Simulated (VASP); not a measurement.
# W: cell and properties under strain in the plane, part 2 of 2

How does W answer to strain in the plane, when the third axis is free? The starting structure is a measured crystal structure from the Crystallography Open Database. All runs use LDA. The equilibrium cell comes from relaxations that aren't shown. Its Cartesian x and y axes are then stretched or squeezed alike, and the third axis is relaxed.

VASP 6.6.1.

Results so far: no strain 0.0 GPa; -2 % along x and y 8.4 GPa; +2 % along x and y -7.9 GPa; -1 % along x and y 4.0 GPa; +1 % along x and y -3.9 GPa.

## 7. Relaxation at -3 % along x and y

Level of this step: LDA; plane waves and PAW (W) (VASP).

This run starts from the cell of an earlier relaxation, which isn't shown; the restart sets up the plane waves anew.

Contents of INCAR:

```
SYSTEM = W
PREC = Accurate
ENCUT = 500
EDIFF = 1E-07
NELM = 100
ISMEAR = 1
SIGMA = 0.15
LREAL = .FALSE.
ALGO = Normal
GGA = CA
NBANDS = 12
LASPH = .TRUE.
LORBIT = 11
LWAVE = .FALSE.
LCHARG = .FALSE.
KPAR = 4
IBRION = 2
NSW = 50
ISIF = 3
EDIFFG = -0.003
LATTICE_CONSTRAINTS = .FALSE. .FALSE. .TRUE.
```

Contents of POSCAR:

```
W
1.0
    3.0348586888      0.0000000000      0.0000000000
    0.0000000000      3.0348586888      0.0000000000
    0.0000000000      0.0000000000      3.2115285629
W
2
Direct
    0.0000000000      0.0000000000      0.0000000000
    0.5000000000      0.5000000000      0.5000000000
```

Contents of KPOINTS:

```
Automatic mesh
0
Gamma
14 14 14
0 0 0
```

PAW data sets: W (LDA family, release 64).

Launch:

```console
$ mpirun -np 4 vasp_std
```

The program printed:

```text
[... set-up lines as in an earlier step ...]
 entering main loop
       N       E                     dE             d eps       ncg     rms          rms(c)
DAV:   1     0.268713337634E+02    0.26871E+02   -0.54388E+03  6928   0.855E+02
DAV:   2    -0.273560436686E+02   -0.54227E+02   -0.50092E+02  8504   0.208E+02
DAV:   3    -0.296134068451E+02   -0.22574E+01   -0.21910E+01  8156   0.368E+01
DAV:   4    -0.296349596901E+02   -0.21553E-01   -0.21486E-01  7584   0.319E+00
[...]
DAV:  10    -0.283012294416E+02   -0.10944E-04   -0.10382E-05  7360   0.242E-02    0.896E-03
DAV:  11    -0.283012289523E+02    0.48927E-06   -0.30892E-07  7772   0.484E-03    0.430E-04
DAV:  12    -0.283012289659E+02   -0.13625E-07   -0.42251E-09  3828   0.703E-04
   1 F= -.28301229E+02 E0= -.28301366E+02  d E =-.283012E+02
[...]
reached required accuracy - stopping structural energy minimisation
```

It took 5.6 s on 4 MPI ranks of Intel Xeon 6975P-C (Granite Rapids), shared host; peak memory 0.74 GiB; 21 s of CPU time.

Parts of OUTCAR (step 7):

```text
  Total        3.6689376      3.6689376      0.0057200      0.0000000      0.0000000      0.0000000
  in kB      198.7294213    198.7294213      0.3098241      0.0000000      0.0000000      0.0000000
  external PRESSURE =     132.5895556 kB  Pullay stress =       0.0000000 kB

 POSITION                                       TOTAL-FORCE (eV/Angst)
 -----------------------------------------------------------------------------------
      0.00000      0.00000      0.00000         0.000000     -0.000000      0.000000
      1.51743      1.51743      1.60576         0.000000      0.000000      0.000000
 -----------------------------------------------------------------------------------
    total drift:                                0.000000      0.000000     -0.000000

  FREE ENERGIE OF THE ION-ELECTRON SYSTEM (eV)
  ---------------------------------------------------
  free  energy   TOTEN  =       -28.3012289659 eV

  energy  without entropy=      -28.3016386485  energy(sigma->0) =      -28.30136553

[... 2 parts as in an earlier step ...]

[... 2 further parts left out ...]
[key lines of the parts left out:]
E-fermi :   8.6776
```

-3 % along x and y: 14.790 Å³ an atom and a mean stress of 13.26 GPa, with a third cell vector of 3.212 Å.

## 8. Relaxation at +3 % along x and y

This run starts from the cell of an earlier relaxation, which isn't shown; the restart sets up the plane waves anew.

INCAR is that of step 7.

Contents of POSCAR:

```
W
1.0
    3.2225819066      0.0000000000      0.0000000000
    0.0000000000      3.2225819066      0.0000000000
    0.0000000000      0.0000000000      3.0616455976
W
2
Direct
    0.0000000000      0.0000000000      0.0000000000
    0.5000000000      0.5000000000      0.5000000000
```

KPOINTS is that of step 7.

Launch:

```console
$ mpirun -np 4 vasp_std
```

The program printed:

```text
[... set-up lines as in an earlier step ...]
 entering main loop
       N       E                     dE             d eps       ncg     rms          rms(c)
DAV:   1     0.236100116294E+02    0.23610E+02   -0.53552E+03  6928   0.847E+02
DAV:   2    -0.275496470237E+02   -0.51160E+02   -0.47280E+02  8580   0.199E+02
DAV:   3    -0.297486684300E+02   -0.21990E+01   -0.21320E+01  8272   0.356E+01
DAV:   4    -0.297714852887E+02   -0.22817E-01   -0.22752E-01  7692   0.327E+00
[...]
DAV:  10    -0.283095750184E+02   -0.95708E-05   -0.89171E-06  7232   0.238E-02    0.112E-02
DAV:  11    -0.283095745573E+02    0.46115E-06   -0.40318E-07  8012   0.524E-03    0.408E-04
DAV:  12    -0.283095745706E+02   -0.13389E-07   -0.40733E-09  3864   0.669E-04
   1 F= -.28309575E+02 E0= -.28309308E+02  d E =-.283096E+02
[...]
reached required accuracy - stopping structural energy minimisation
```

Elapsed: 5.8 s, on 4 MPI ranks; peak memory 0.79 GiB; 21 s of CPU time.

From OUTCAR (step 8):

```text
  Total       -3.4170372     -3.4170372     -0.0019446      0.0000000      0.0000000      0.0000000
  in kB     -172.1858462   -172.1858462     -0.0979890      0.0000000      0.0000000      0.0000000
  external PRESSURE =    -114.8232272 kB  Pullay stress =       0.0000000 kB

 POSITION                                       TOTAL-FORCE (eV/Angst)
 -----------------------------------------------------------------------------------
      0.00000      0.00000      0.00000         0.000000      0.000000      0.000000
      1.61129      1.61129      1.53082        -0.000000      0.000000     -0.000000
 -----------------------------------------------------------------------------------
    total drift:                                0.000000     -0.000000     -0.000000

  FREE ENERGIE OF THE ION-ELECTRON SYSTEM (eV)
  ---------------------------------------------------
  free  energy   TOTEN  =       -28.3095745706 eV

  energy  without entropy=      -28.3087759830  energy(sigma->0) =      -28.30930837

[... 2 parts as in an earlier step ...]

[... 2 further parts left out ...]
[key lines of the parts left out:]
E-fermi :   7.7911
```

+3 % along x and y: 15.898 Å³ an atom and a mean stress of -11.48 GPa, with a third cell vector of 3.062 Å.

## 9. Comparison

```
               run  volume (Å³/atom)  mean stress, as a pressure (GPa)  third cell vector (Å)  core minutes
-3 % along x and y             14.79                             13.26                  3.212         0.373
-2 % along x and y            14.967                              8.44                  3.184         0.373
-1 % along x and y            15.145                              3.95                  3.157         0.387
         no strain            15.313                               0.0                  3.129           0.2
+1 % along x and y            15.493                             -3.86                  3.103         0.387
+2 % along x and y            15.696                             -7.87                  3.082         0.387
+3 % along x and y            15.898                            -11.48                  3.062         0.387
```

Core minutes are wall time times ranks of the run shown, on a shared host.

## 10. What came out

```
mean stress, as a pressure at -3 % along x and y : 13.26 GPa
mean stress, as a pressure at -2 % along x and y : 8.44 GPa
mean stress, as a pressure at -1 % along x and y : 3.95 GPa
mean stress, as a pressure at no strain          : 0.00 GPa
mean stress, as a pressure at +1 % along x and y : -3.86 GPa
mean stress, as a pressure at +2 % along x and y : -7.87 GPa
mean stress, as a pressure at +3 % along x and y : -11.48 GPa
```

In words: From -3 % along x and y to +3 % along x and y the third cell vector of W goes from 3.212 to 3.062 Å and the volume from 14.79 to 15.90 Å³ an atom. Further runs on this material are not shown.

[Lines on the potential files, build, host, timing and source positions are cut from VASP's logs without a mark.]

[Logs are printed without paths, hosts, clocks, repeated set-up lines and the standing remarks that a program may print on its own settings, such as how far it seeks lower states.]

[Hosts, paths, dates, database ids (printed as entryN), source tags and the programs' standing remarks are cut or masked in the printed files.]
